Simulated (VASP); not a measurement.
# Quasiparticle energies of BP in VASP, part 4 of 8

How does the gap of BP change from the starting functional to GW? The cell is of the zinc-blende type, one of the forms listed for this formula. The start is a cell from a database of measured crystal structures.

VASP 6.6.1, plane waves and PAW; the level of theory is named at each step.

So far, quasiparticle gap on the mesh (eV): step 3 (evGW0) 2.14. Also gap on the k-mesh (eV): step 2 (empty bands, functional PBE) 1.33.

## Step 4: evGW

This step: evGW on PBE; plane waves and PAW (P_GW, B_GW) (VASP 6.6.1).

The levels are updated in both G and W; wider gaps weaken the screening and open the gap further.

INCAR

```
SYSTEM = BP
PREC = Accurate
ENCUT = 340
ISMEAR = 0
SIGMA = 0.01
LREAL = .FALSE.
GGA = PE
NBANDS = 152
ALGO = EVGW
NELMGW = 4
ENCUTGW = 200
NOMEGA = 64
PRECFOCK = Fast
NBANDSGW = 16
LWAVE = .FALSE.
LCHARG = .FALSE.
```

POSCAR

```
BP
1.0
    0.0000000000      2.2690000000      2.2690000000
    2.2690000000      0.0000000000      2.2690000000
    2.2690000000      2.2690000000      0.0000000000
P B
1 1
Direct
    0.7500000000      0.7500000000      0.7500000000
    0.0000000000      0.0000000000      0.0000000000
```

KPOINTS

```
Automatic mesh
0
Gamma
6 6 6
0 0 0
```

Potentials, in the order of the species: P_GW and B_GW (PBE family, release 64).

Started as:

```bash
> mpirun -np 8 vasp_std
```

Output:

```text
[banner, memory and clock lines left out]
running    8 mpi-ranks, on    1 nodes
 distrk:  each k-point on    8 cores,    1 groups
 distr:  one band on    1 cores,    8 groups

 POSCAR found type information on POSCAR P B
 POSCAR found :  2 types and       2 ions
 [... a notice as in an earlier step ...]

 [... a notice as in an earlier step ...]

 LDA part: xc-table for (Slater+PW92), standard interpolation
 found WAVECAR, reading the header
 POSCAR, INCAR and KPOINTS ok, starting setup
 FFT: planning ... GRIDC
 FFT: planning ... GRID_SOFT
 FFT: planning ... GRID
 reading WAVECAR
 the WAVECAR file was read successfully
 initial charge from wavefunction
 available memory per node:     34.78 GB, setting MAXMEM to     35614

 The Fermi energy was updated, please check that it is located mid-gap
 values below the HOMO (VB) or above the LUMO (CB) will cause erroneous energies
 E-fermi :   7.8053

 calculate exact exchange contribution
 the WAVEDER file was read successfully
energies w=
    0.000    0.000    0.585    0.000    1.168    0.000    1.748    0.000
    2.325    0.000    2.897    0.000    3.463    0.000    4.023    0.000
    4.575    0.000    5.120    0.000    5.658    0.000    6.188    0.000
    6.711    0.000    7.226    0.000    7.736    0.000    8.239    0.000
    8.737    0.000    9.231    0.000    9.721    0.000   10.208    0.000
   10.693    0.000   11.178    0.000   11.663    0.000   12.149    0.000
   12.638    0.000   13.131    0.000   13.629    0.000   14.134    0.000
   14.647    0.000   15.169    0.000   15.704    0.000   16.252    0.000
   16.816    0.000   17.398    0.000   18.002    0.000   18.629    0.000
   19.284    0.000   19.969    0.000   20.691    0.000   21.452    0.000
   22.261    0.000   23.122    0.000   24.044    0.000   25.036    0.000
   26.111    0.000   27.280    0.000   28.560    0.000   29.971    0.000
   31.537    0.000   33.288    0.000   35.264    0.000   37.513    0.000
   40.100    0.000   43.110    0.000   46.659    0.000   50.909    0.000
   56.089    0.000   62.543    0.000   70.801    0.000   81.734    0.000
   96.872    0.000  119.181    0.000  155.260    0.000  223.360    0.000
 responsefunction array rank=     176
 LDA part: xc-table for (Slater+PW92), standard interpolation

 min. memory requirement per mpi rank    144.2 MB, per node   1153.7 MB

 allocating   8 responsefunctions rank=   176
 shmem allocating  64 responsefunctions rank=   176
 response function shared by NCSHMEM nodes    1
 Doing            8  frequencies on each core in blocks of           64
NQ=   1    0.0000    0.0000    0.0000,
|.........|.........|.........|.........|.........|.........|.........|.........
 performed        333000 updates of chi_q(r,r)
 total number of BLAS operations         76.22 Gflops
NQ=   2    0.1667    0.0000    0.0000,
|.........|.........|.........|.........|.........|.........|.........|.........
 performed        997000 updates of chi_q(r,r)
 total number of BLAS operations        200.62 Gflops
NQ=   3    0.3333    0.0000    0.0000,
|.........|.........|.........|.........|.........|.........|.........|.........
 performed       1661000 updates of chi_q(r,r)
 total number of BLAS operations        325.03 Gflops
NQ=   4    0.5000    0.0000    0.0000,
|.........|.........|.........|.........|.........|.........|.........|.........
 performed       2208000 updates of chi_q(r,r)
 total number of BLAS operations        431.64 Gflops
NQ=   5    0.1667    0.1667    0.0000,
|.........|.........|.........|.........|.........|.........|.........|.........
 performed       2872000 updates of chi_q(r,r)
 total number of BLAS operations        556.05 Gflops
NQ=   6    0.3333    0.1667    0.0000,
|.........|.........|.........|.........|.........|.........|.........|.........
 performed       3954000 updates of chi_q(r,r)
 total number of BLAS operations        750.92 Gflops
NQ=   7    0.5000    0.1667    0.0000,
|.........|.........|.........|.........|.........|.........|.........|.........
 performed       5036000 updates of chi_q(r,r)
 total number of BLAS operations        951.03 Gflops
NQ=   8   -0.3333    0.1667    0.0000,
|.........|.........|.........|.........|.........|.........|.........|.........
 performed       6118000 updates of chi_q(r,r)
 total number of BLAS operations       1153.77 Gflops
NQ=   9   -0.1667    0.1667    0.0000,
|.........|.........|.........|.........|.........|.........|.........|.........
 performed       7044000 updates of chi_q(r,r)
 total number of BLAS operations       1329.64 Gflops
NQ=  10    0.3333    0.3333    0.0000,
|.........|.........|.........|.........|.........|.........|.........|.........
 performed       7708000 updates of chi_q(r,r)
 total number of BLAS operations       1454.05 Gflops
NQ=  11    0.5000    0.3333    0.0000,
|.........|.........|.........|.........|.........|.........|.........|.........
 performed       8790000 updates of chi_q(r,r)
 total number of BLAS operations       1633.65 Gflops
NQ=  12   -0.3333    0.3333    0.0000,
|.........|.........|.........|.........|.........|.........|.........|.........
 performed       9716000 updates of chi_q(r,r)
 total number of BLAS operations       1783.18 Gflops
NQ=  13    0.5000    0.5000    0.0000,
|.........|.........|.........|.........|.........|.........|.........|.........
 performed      10195000 updates of chi_q(r,r)
 total number of BLAS operations       1869.49 Gflops
NQ=  14    0.5000    0.3333    0.1667,
|.........|.........|.........|.........|.........|.........|.........|.........
 performed      11423000 updates of chi_q(r,r)
 total number of BLAS operations       2090.63 Gflops
NQ=  15   -0.3333    0.3333    0.1667,
|.........|.........|.........|.........|.........|.........|.........|.........
 performed      12573000 updates of chi_q(r,r)
 total number of BLAS operations       2297.75 Gflops
NQ=  16   -0.3333    0.5000    0.1667,
|.........|.........|.........|.........|.........|.........|.........|.........
 performed      13504000 updates of chi_q(r,r)
 total number of BLAS operations       2465.49 Gflops
 resolving degeneracies of screened two electron integrals

 calculate QP shifts <psi_nk| G(iteration)W_0 |psi_nk>: iteration 1
 allocating   8 responsefunctions rank=   176
 shmem allocating  64 responsefunctions rank=   176
 response function shared by NCSHMEM nodes    1
 Doing            8  frequencies on each core in blocks of           64
NQ=   1    0.0000    0.0000    0.0000,
|.........|.........|.........|.........|.........|.........|.........|.........
 performed        333000 updates of chi_q(r,r)
 total number of BLAS operations         76.22 Gflops
NQ=   2    0.1667    0.0000    0.0000,
[...]
total number of BLAS operations       2297.75 Gflops
NQ=  16   -0.3333    0.5000    0.1667,
|.........|.........|.........|.........|.........|.........|.........|.........
 performed      13504000 updates of chi_q(r,r)
 total number of BLAS operations       2465.49 Gflops
 resolving degeneracies of screened two electron integrals

 calculate QP shifts <psi_nk| G(iteration)W_0 |psi_nk>: iteration 2
 allocating   8 responsefunctions rank=   176
 shmem allocating  64 responsefunctions rank=   176
 response function shared by NCSHMEM nodes    1
 Doing            8  frequencies on each core in blocks of           64
NQ=   1    0.0000    0.0000    0.0000,
|.........|.........|.........|.........|.........|.........|.........|.........
 performed        333000 updates of chi_q(r,r)
 total number of BLAS operations         76.22 Gflops
NQ=   2    0.1667    0.0000    0.0000,
|.........|.........|.........|.........|.........|.........|.........|.........
 performed        997000 updates of chi_q(r,r)
 total number of BLAS operations        200.62 Gflops
NQ=   3    0.3333    0.0000    0.0000,
|.........|.........|.........|.........|.........|.........|.........|.........
 performed       1661000 updates of chi_q(r,r)
 total number of BLAS operations        325.03 Gflops
NQ=   4    0.5000    0.0000    0.0000,
|.........|.........|.........|.........|.........|.........|.........|.........
 performed       2208000 updates of chi_q(r,r)
 total number of BLAS operations        431.64 Gflops
NQ=   5    0.1667    0.1667    0.0000,
|.........|.........|.........|.........|.........|.........|.........|.........
 performed       2872000 updates of chi_q(r,r)
 total number of BLAS operations        556.05 Gflops
NQ=   6    0.3333    0.1667    0.0000,
|.........|.........|.........|.........|.........|.........|.........|.........
 performed       3954000 updates of chi_q(r,r)
 total number of BLAS operations        750.92 Gflops
NQ=   7    0.5000    0.1667    0.0000,
|.........|.........|.........|.........|.........|.........|.........|.........
 performed       5036000 updates of chi_q(r,r)
 total number of BLAS operations        951.03 Gflops
NQ=   8   -0.3333    0.1667    0.0000,
|.........|.........|.........|.........|.........|.........|.........|.........
 performed       6118000 updates of chi_q(r,r)
 total number of BLAS operations       1153.77 Gflops
NQ=   9   -0.1667    0.1667    0.0000,
|.........|.........|.........|.........|.........|.........|.........|.........
 performed       7044000 updates of chi_q(r,r)
 total number of BLAS operations       1329.64 Gflops
NQ=  10    0.3333    0.3333    0.0000,
|.........|.........|.........|.........|.........|.........|.........|.........
 performed       7708000 updates of chi_q(r,r)
 total number of BLAS operations       1454.05 Gflops
NQ=  11    0.5000    0.3333    0.0000,
|.........|.........|.........|.........|.........|.........|.........|.........
 performed       8790000 updates of chi_q(r,r)
 total number of BLAS operations       1633.65 Gflops
NQ=  12   -0.3333    0.3333    0.0000,
|.........|.........|.........|.........|.........|.........|.........|.........
 performed       9716000 updates of chi_q(r,r)
 total number of BLAS operations       1783.18 Gflops
NQ=  13    0.5000    0.5000    0.0000,
|.........|.........|.........|.........|.........|.........|.........|.........
 performed      10195000 updates of chi_q(r,r)
 total number of BLAS operations       1869.49 Gflops
NQ=  14    0.5000    0.3333    0.1667,
|.........|.........|.........|.........|.........|.........|.........|.........
 performed      11423000 updates of chi_q(r,r)
 total number of BLAS operations       2090.63 Gflops
NQ=  15   -0.3333    0.3333    0.1667,
|.........|.........|.........|.........|.........|.........|.........|.........
 performed      12573000 updates of chi_q(r,r)
 total number of BLAS operations       2297.75 Gflops
NQ=  16   -0.3333    0.5000    0.1667,
|.........|.........|.........|.........|.........|.........|.........|.........
 performed      13504000 updates of chi_q(r,r)
 total number of BLAS operations       2465.49 Gflops
 resolving degeneracies of screened two electron integrals

 calculate QP shifts <psi_nk| G(iteration)W_0 |psi_nk>: iteration 3
 allocating   8 responsefunctions rank=   176
 shmem allocating  64 responsefunctions rank=   176
 response function shared by NCSHMEM nodes    1
 Doing            8  frequencies on each core in blocks of           64
NQ=   1    0.0000    0.0000    0.0000,
|.........|.........|.........|.........|.........|.........|.........|.........
 performed        333000 updates of chi_q(r,r)
 total number of BLAS operations         76.22 Gflops
NQ=   2    0.1667    0.0000    0.0000,
|.........|.........|.........|.........|.........|.........|.........|.........
 performed        997000 updates of chi_q(r,r)
 total number of BLAS operations        200.62 Gflops
NQ=   3    0.3333    0.0000    0.0000,
|.........|.........|.........|.........|.........|.........|.........|.........
 performed       1661000 updates of chi_q(r,r)
 total number of BLAS operations        325.03 Gflops
NQ=   4    0.5000    0.0000    0.0000,
|.........|.........|.........|.........|.........|.........|.........|.........
 performed       2208000 updates of chi_q(r,r)
 total number of BLAS operations        431.64 Gflops
NQ=   5    0.1667    0.1667    0.0000,
|.........|.........|.........|.........|.........|.........|.........|.........
 performed       2872000 updates of chi_q(r,r)
 total number of BLAS operations        556.05 Gflops
NQ=   6    0.3333    0.1667    0.0000,
|.........|.........|.........|.........|.........|.........|.........|.........
 performed       3954000 updates of chi_q(r,r)
 total number of BLAS operations        750.92 Gflops
NQ=   7    0.5000    0.1667    0.0000,
|.........|.........|.........|.........|.........|.........|.........|.........
 performed       5036000 updates of chi_q(r,r)
 total number of BLAS operations        951.03 Gflops
NQ=   8   -0.3333    0.1667    0.0000,
|.........|.........|.........|.........|.........|.........|.........|.........
 performed       6118000 updates of chi_q(r,r)
 total number of BLAS operations       1153.77 Gflops
NQ=   9   -0.1667    0.1667    0.0000,
|.........|.........|.........|.........|.........|.........|.........|.........
 performed       7044000 updates of chi_q(r,r)
 total number of BLAS operations       1329.64 Gflops
NQ=  10    0.3333    0.3333    0.0000,
|.........|.........|.........|.........|.........|.........|.........|.........
 performed       7708000 updates of chi_q(r,r)
 total number of BLAS operations       1454.05 Gflops
NQ=  11    0.5000    0.3333    0.0000,
|.........|.........|.........|.........|.........|.........|.........|.........
 performed       8790000 updates of chi_q(r,r)
 total number of BLAS operations       1633.65 Gflops
NQ=  12   -0.3333    0.3333    0.0000,
|.........|.........|.........|.........|.........|.........|.........|.........
 performed       9716000 updates of chi_q(r,r)
 total number of BLAS operations       1783.18 Gflops
NQ=  13    0.5000    0.5000    0.0000,
|.........|.........|.........|.........|.........|.........|.........|.........
 performed      10195000 updates of chi_q(r,r)
 total number of BLAS operations       1869.49 Gflops
NQ=  14    0.5000    0.3333    0.1667,
|.........|.........|.........|.........|.........|.........|.........|.........
 performed      11423000 updates of chi_q(r,r)
 total number of BLAS operations       2090.63 Gflops
NQ=  15   -0.3333    0.3333    0.1667,
|.........|.........|.........|.........|.........|.........|.........|.........
 performed      12573000 updates of chi_q(r,r)
 total number of BLAS operations       2297.75 Gflops
NQ=  16   -0.3333    0.5000    0.1667,
|.........|.........|.........|.........|.........|.........|.........|.........
 performed      13504000 updates of chi_q(r,r)
 total number of BLAS operations       2465.49 Gflops
 resolving degeneracies of screened two electron integrals

 calculate QP shifts <psi_nk| G(iteration)W_0 |psi_nk>: iteration 4
 entering main loop
```

It took 1.7 min on 8 MPI ranks of Intel Xeon 6975P-C (Granite Rapids), shared host; peak memory 1.7 GiB; 13 min of CPU time.

(Continued in part 5 of 8.)

[Lines on the potential files, build, host, timing and source positions are cut from VASP's logs without a mark.]

[Logs are printed without paths, hosts, clocks, repeated set-up lines and the standing remarks that a program may print on its own settings, such as how far it seeks lower states.]

[Hosts, paths, dates, database ids (printed as entryN), source tags and the programs' standing remarks are cut or masked in the printed files.]

[Pressures printed for these runs are not shown converged in the cutoff: they can be off by several GPa and have the wrong sign.]
